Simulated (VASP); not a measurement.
Here is a VASP 6.6.1 calculation.

The input INCAR:

```
SYSTEM = Zn
ALGO = Fast ; DIPOL = 0.5 0.5 0.500
EDIFF = 1E-7 ; EDIFFG = -0.02
ENCUT = 520 ; GGA = PE
IBRION = 2 ; IDIPOL = 3
ISIF = 2 ; ISMEAR = -1
LASPH = .TRUE. ; LCHARG = .FALSE.
LDIPOL = .TRUE. ; LREAL = .FALSE.
LWAVE = .FALSE. ; NELM = 100
NSW = 60 ; PREC = Accurate
SIGMA = 0.05
```

File KPOINTS:

```
k-points
0
G
  8 8 1
  0 0 0
```

File POSCAR:

```
Zn
1.0
    2.6647980532      0.0000000000      0.0000000000
   -1.3323990266      2.3077828100      0.0000000000
    0.0000000000      0.0000000000     29.8401000000
Zn
7
Selective dynamics
Direct
    0.6666666667      0.3333333334      0.2513396403  F F F
    0.3333333333      0.6666666666      0.3342264269  F F F
    0.6666666667      0.3333333334      0.4171132134  F F F
    0.3333333333      0.6666666666      0.5000000000  T T T
    0.6666666667      0.3333333334      0.5828867866  T T T
    0.3333333333      0.6666666666      0.6657735731  T T T
    0.6666666667      0.3333333334      0.7486603597  T T T
```

Potentials or basis: VASP PAW PBE potentials, release 64 (Zn).

Command:

```bash
$ cat potpaw_PBE.64/Zn/POTCAR > POTCAR
$ mpirun -np 1 vasp_std > vasp.out
```

Problem. Estimate the band gap on the k mesh.

Solution. None (metal or under the smearing width).

Problem. What does it give for the energy gained by relaxing?

Solution. 1.6 meV/atom.

Final structure:
```cif
data_structure
_symmetry_space_group_name_H-M 'P 1'
_symmetry_Int_Tables_number 1
_cell_length_a 2.6648
_cell_length_b 2.6648
_cell_length_c 29.8401
_cell_angle_alpha 90.000
_cell_angle_beta 90.000
_cell_angle_gamma 120.000
_cell_volume 183.51
loop_
_atom_site_label
_atom_site_type_symbol
_atom_site_fract_x
_atom_site_fract_y
_atom_site_fract_z
_atom_site_occupancy
Zn1 Zn 0.66667 0.33333 0.25134 1
Zn2 Zn 0.33333 0.66667 0.33423 1
Zn3 Zn 0.66667 0.33333 0.41711 1
Zn4 Zn 0.33333 0.66667 0.50019 1
Zn5 Zn 0.66667 0.33333 0.58205 1
Zn6 Zn 0.33333 0.66667 0.66240 1
Zn7 Zn 0.66667 0.33333 0.75023 1
```
